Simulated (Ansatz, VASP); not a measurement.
## Two plane-wave programs on Ni2HgP2

```
P Hg Ni
1.0
     0.00000    4.07501    0.00000
     4.07501    0.00000    0.00000
     2.03751    2.03751   -4.43070
P Hg Ni
2 1 2
Direct
  0.37071 0.37071 0.25859
  0.62929 0.62929 0.74141
  0.00000 0.00000 0.00000
  0.75000 0.25000 0.50000
  0.25000 0.75000 0.50000
```

The cell was built by a generator and needn't be a form met in nature.

Alike in both runs: functional PBE; k mesh 5 × 5 × 5; no spin polarisation.

Ansatz relaxed the structure, and its values are those at the end. VASP's run is a single point on that final structure, the one shown.

```csv
,VASP,Ansatz
version,VASP 6.6.1,Ansatz 0.2.0
potentials or method,"VASP PAW PBE potentials, release 64 (P, Hg, Ni)",PAW plane waves
plane-wave cutoff (eV),520,420
occupations,"fermi-dirac, width 0.1 eV",fermi-dirac
valence electrons in the cell,42,66
```

|  | VASP | Ansatz | Ansatz less VASP |
| --- | --- | --- | --- |
| gap on the k mesh at the Fermi level (eV) | none | none | - |
| pressure (GPa) | 0.2 | 0.0 | -0.21 |
| rms of the force components (eV/Å) | 0.013 | 0.000 | -0.0131 |

A gap of «none» marks a metal or a gap that the smearing closes. The two sets of potentials don't hold the same shells in valence.

The runs have no spin-orbit coupling, so splittings on Hg are missing. Spin polarisation is off, so any magnetic state and its effect on volume and gap are missing.
